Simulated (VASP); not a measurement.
Data:

```
CsBr
1.0
    4.37580     0.00000     0.00000
    0.00000     4.37580     0.00000
    0.00000     0.00000     4.37580
Cs Br
1 1
Cartesian
  0.00000   0.00000   0.00000
  2.18790   2.18790   2.18790
```

The numbers are results of PBE GGA, VASP's PBE PAW potentials (set 64) (plane waves; VASP), not measurements. Settings: 400 eV cut-off, 5×5×5 Γ-centred mesh, Gaussian smearing of 0.050 eV, potentials Cs_sv Br.

Unless said otherwise, spin-orbit coupling is left out, though it shifts the bands of the heavy elements here.

What does the run give for the energy per atom (σ→0), band gap (on the k-mesh) with the smallest direct gap where there is one?

```json
{
 "band gap (on the k-mesh)": "4.30 eV",
 "smallest direct gap (on the k-mesh)": "4.30 eV",
 "energy per atom (σ→0)": "-3.012 eV/atom"
}
```

Only differences to runs with the same potentials and settings are physical.

The compound is CsBr in the CsCl type structure. The cell was not relaxed at this level.
